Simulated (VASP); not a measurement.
Given:

```
Au
1.0
    0.00000     2.06268     2.06268
    2.09362     0.00000     2.06268
    2.09362     2.06268     0.00000
Au
1
Direct
  0.00000   0.00000   0.00000
```

Calculation: r2SCAN meta-GGA, VASP's PBE PAW potentials (set 64) (plane waves; VASP 6.6.1). Settings: 480 eV cut-off, 14×14×14 Γ-centred mesh, first-order Methfessel-Paxton smearing of 0.10 eV, potentials Au.

Task: Give the stress tensor in GPa (positive for a compressed cell).

Result: 
```
-2.40   0.00   0.00
 0.00  -1.87   0.00
 0.00   0.00  -1.87
```
The pressure is its mean diagonal, -2.05 GPa.

The compound is Au in the fcc structure. This cell was strained or had an atom moved on purpose.
